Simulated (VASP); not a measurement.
Given:

```
CELL_PARAMETERS angstrom
      2.70676     0.00000     0.00000
      0.00000     2.70676     0.00000
      0.00000     0.00000     3.46450
ATOMIC_POSITIONS crystal
  Cu 0.00000 0.00000 0.00000
  Au 0.50000 0.50000 0.50000
```

These are LDA (Ceperley-Alder, Perdew-Zunger), VASP's LDA PAW potentials (set 64) (plane waves; VASP 6.6.1) values and carry that method's errors. Run with 500 eV cut-off, 13×13×11 Γ-centred mesh, first-order Methfessel-Paxton smearing of 0.10 eV, potentials Cu Au.

Energy and stress use the plane-wave basis of the starting cell.

Q: The ions, cell shape and volume at an external pressure of 30.0 GPa are relaxed. Which structure does the run end with?

A: 
```
CELL_PARAMETERS angstrom
      2.68820     0.00000     0.00000
      0.00000     2.68820     0.00000
      0.00000     0.00000     3.40402
ATOMIC_POSITIONS crystal
  Cu 0.00000 0.00000 0.00000
  Au 0.50000 0.50000 0.50000
```
Space group P4/mmm (123), at a tolerance of 0.03 Å.

Q: How do energy and volume change from the first to the last step?

A: The energy (σ→0) changes by +60.7 meV/atom and the volume by -3.1 %, in 12 ionic steps.

The compound is CuAu in the L1_0 structure. This run relaxes it under an external pressure of 30 GPa. Symmetry was kept, so distortions that lower it aren't found.
